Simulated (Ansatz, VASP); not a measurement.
# SnO (NiAs type (invented)) in two plane-wave programs, part 2 of 2

One calculation is typed for both programs; each brings its own data sets. How far apart do they land? The cell is generated by rule, not measured, and may not be a known phase. Of the first pair: The two relaxations start from unlike cells of this crystal (the structure described is Ansatz's start), so only their ends are compared.

VASP 6.6.1 and Ansatz 0.2.0.

So far: Starting point; Ansatz: relaxation of cell and atoms, LDA, pair 1; VASP: relaxation of cell and atoms, LDA, pair 1; Side by side.

## (5) Ansatz: relaxation of cell and atoms, LDA, pair 2

Level of this step: Ansatz beside VASP: Kohn-Sham DFT, plane waves, LDA (Ansatz).

The relaxed volume is the usual yardstick between codes: in a stiff, nearly cubic crystal its relative difference is about their pressure difference at one cell divided by the bulk modulus. Its start cell is another than that of the pair before, and may be another structure of the material.

The cell is taken from a series of runs on this material, whose earlier steps may have relaxed, scaled, displaced or heated it; both programs get it as it stands.

input.yaml

```yaml
crystal:
  lattice:
    - [3.3397412724, -2.901e-07, 0.0]
    - [-1.669870385, 2.892300929, 0.0]
    - [0.0, 0.0, 6.3849370113]
  atoms:
    - { symbol: Sn, position: [0.0, 0.0, 0.0] }
    - { symbol: Sn, position: [0.0, 0.0, 0.5] }
    - { symbol: O, position: [0.3333333333, 0.6666666667, 0.25] }
    - { symbol: O, position: [0.6666666667, 0.3333333333, 0.75] }
kpoints:
  mp_grid: { grid: [15, 15, 8] }
hamiltonian:
  xc: lda
scf:
  occupations: { method: gaussian, width: 0.1 }
output:
  forces: true
  stress: true
  eigenvalues: true
  write_density: true
  write_potential: true
  elf: true
  volumetric_format: npy
relax:
  adjacent_minimum: "off"
  f_tol: 0.005
  max_steps: 80
  cell: { stress_tol: 0.05 }
```

The run is started by

```
ansatz run input.yaml --threads 2 --pin off --max-ram 5120MiB --backend cpu --events-out ev --progress --plain --runs-dir out
```

Numbers of over 12 decimals in the logs are rounded to 6 here.

What it wrote:

```text
[...]
Crystal: 4 atoms, lattice volume = 61.676 Å³
Basis set: ecut = 420 eV, 1209 PW (Γ)
Bands: 24, of which v1, the nominal top of the filled ones, is band 20 counted from 1 (19 counted from 0)
Symmetry: 24 space group operations
[...]
k-points: 135 of 1800
[...]
--- Relaxed structure (2 steps of the walk, 2 accepted, 1 SCFs on fresh bases) ---
[...]
cell:  # Å, volume = 61.6020 Å³
    - [3.336469, -2.8979614096548345e-7, 0.0]
    - [-1.668234, 2.889467, 0.0]
    - [0.0, 0.0, 6.389840]
  atoms:
    - { symbol: Sn, position: [0, 0, 0.0] }
    - { symbol: Sn, position: [0, 0, 0.5] }
    - { symbol: O, position: [0.333333, 0.666667, 0.25] }
    - { symbol: O, position: [0.666667, 0.333333, 0.750000] }
[key lines of the parts left out:]
SCF converged after 8 iterations
Free energy (F): -12867.648544 eV
Fermi energy:    11.589198 eV
P = ⅓ Tr σ = 0.0114 GPa (0.114 kbar)
```

## (6) VASP: relaxation of cell and atoms, LDA, pair 2

The same cell, functional (in two slightly different forms), mesh and smearing now go to VASP, with its own data sets.

INCAR

```
SYSTEM = SnO
PREC = Accurate
ENCUT = 600
EDIFF = 1E-07
NELM = 120
ISMEAR = 0
SIGMA = 0.1
LREAL = .FALSE.
ALGO = Normal
GGA = CA
NBANDS = 26
LORBIT = 11
LWAVE = .FALSE.
LCHARG = .FALSE.
ISIF = 3
IBRION = 2
NSW = 80
EDIFFG = -0.005
LASPH = .TRUE.
GGA_COMPAT = .FALSE.
NELMIN = 4
```

POSCAR

```
SnO
1.0
    3.3397410000      0.0000000000      0.0000000000
   -1.6698700000      2.8923010000      0.0000000000
    0.0000000000      0.0000000000      6.3849370000
Sn O
2 2
Direct
    0.0000000000      0.0000000000      0.0000000000
    0.0000000000      0.0000000000      0.5000000783
    0.3333332911      0.6666667819      0.2499999608
    0.6666667089      0.3333332181      0.7500000392
```

KPOINTS

```
Automatic mesh
0
Gamma
15 15 8
0 0 0
```

The projector-augmented-wave data sets are Sn_d and O (LDA family, release 64).

The run is started by

```
mpirun -np 1 vasp_std
```

What it wrote:

```text
[... set-up lines as in an earlier step ...]
 entering main loop
       N       E                     dE             d eps       ncg     rms          rms(c)
DAV:   1     0.432641447293E+03    0.43264E+03   -0.22145E+04  7236   0.264E+03
DAV:   2     0.386871831471E+02   -0.39395E+03   -0.38349E+03  7364   0.592E+02
DAV:   3    -0.236170753357E+02   -0.62304E+02   -0.60290E+02  8136   0.196E+02
DAV:   4    -0.269013044792E+02   -0.32842E+01   -0.32574E+01  8032   0.465E+01
[...]
DAV:  13    -0.235839786166E+02    0.74272E-06   -0.76757E-06  9064   0.211E-02    0.204E-03
DAV:  14    -0.235839786496E+02   -0.32997E-07   -0.12130E-06  8212   0.914E-03    0.255E-03
DAV:  15    -0.235839785859E+02    0.63692E-07   -0.24286E-07  5144   0.389E-03
   1 F= -.23583979E+02 E0= -.23582304E+02  d E =-.235840E+02
[...]
2 F= -.23584110E+02 E0= -.23582439E+02  d E =-.131052E-03
[...]
3 F= -.23584110E+02 E0= -.23582440E+02  d E =-.131453E-03
[...]
4 F= -.23584212E+02 E0= -.23582534E+02  d E =-.101670E-03
[...]
5 F= -.23584253E+02 E0= -.23582569E+02  d E =-.142943E-03
[...]
reached required accuracy - stopping structural energy minimisation
```

Parts of OUTCAR (step 6):

```text
  Total        0.0004298      0.0004298      0.0100616      0.0000000      0.0000000      0.0000000
  in kB        0.0111774      0.0111774      0.2616739      0.0000000      0.0000000      0.0000000
  external PRESSURE =       0.0946762 kB  Pullay stress =       0.0000000 kB

 POSITION                                       TOTAL-FORCE (eV/Angst)
 -----------------------------------------------------------------------------------
      0.00000      0.00000      6.40548         0.000000     -0.000000      0.000000
      0.00000      0.00000      3.20274         0.000000     -0.000000      0.000000
     -0.00000      1.92401      1.60137         0.000000     -0.000000      0.000000
      1.66624      0.96200      4.80411        -0.000000      0.000000     -0.000000
 -----------------------------------------------------------------------------------
    total drift:                                0.000000     -0.000000     -0.000238

  FREE ENERGIE OF THE ION-ELECTRON SYSTEM (eV)
  ---------------------------------------------------
  free  energy   TOTEN  =       -23.5842529818 eV

  energy  without entropy=      -23.5808840507  energy(sigma->0) =      -23.58256852

[... 1 part as in an earlier step ...]

[... 3 further parts left out ...]
[key lines of the parts left out:]
E-fermi :   8.4599
```

## (7) Side by side

Compared:

```csv
quantity,Ansatz,VASP,difference
volume (Å³),61.60,61.60,+0.00 %
"edge a after relaxation, in the typed setting (Å)",3.337,3.333,+0.12 %
"edge c after relaxation, in the typed setting (Å)",6.390,6.405,-0.25 %
```

## (8) Outcome

```
difference in edge c after relaxation, in the typed setting (relaxation of cell and atoms, LDA, pair 1) : -0.62 %
difference in edge c after relaxation, in the typed setting (relaxation of cell and atoms, LDA, pair 2) : -0.25 %
```

The difference in edge c after relaxation, in the typed setting is -0.62 % (relaxation of cell and atoms, LDA, pair 1), within the 1.2 % picked in this series as the mark of a large difference, as far as the stopping tolerances let one tell. How closely two codes agree says nothing of how well the functional describes the real material.

[Lines on the potential files, build, host, timing and source positions are cut from VASP's logs without a mark.]

[Logs are printed without paths, hosts, clocks, repeated set-up lines and the standing remarks that a program may print on its own settings, such as how far it seeks lower states.]

[Hosts, paths, dates, database ids (printed as entryN), source tags and the programs' standing remarks are cut or masked in the printed files.]
